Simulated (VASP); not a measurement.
All values below come from r2SCAN meta-GGA, VASP's PBE PAW potentials (set 64) (plane waves; VASP 6.6.1).

Gaps are without spin-orbit coupling.

The volume per atom is 32.19 Å³/atom, the band gap (over mesh and band path) is 0.95 eV and the smallest direct gap (over mesh and band path) is 0.95 eV.

Question: Which relaxed crystal gives these values?
A) AlInSb2, P-4m2 (115)
B) GaSb, P6_3mc (186)
C) Ge, Fd-3m (227)
D) AlN, P6_3mc (186)

Answer: A, AlInSb2, P-4m2 (115)
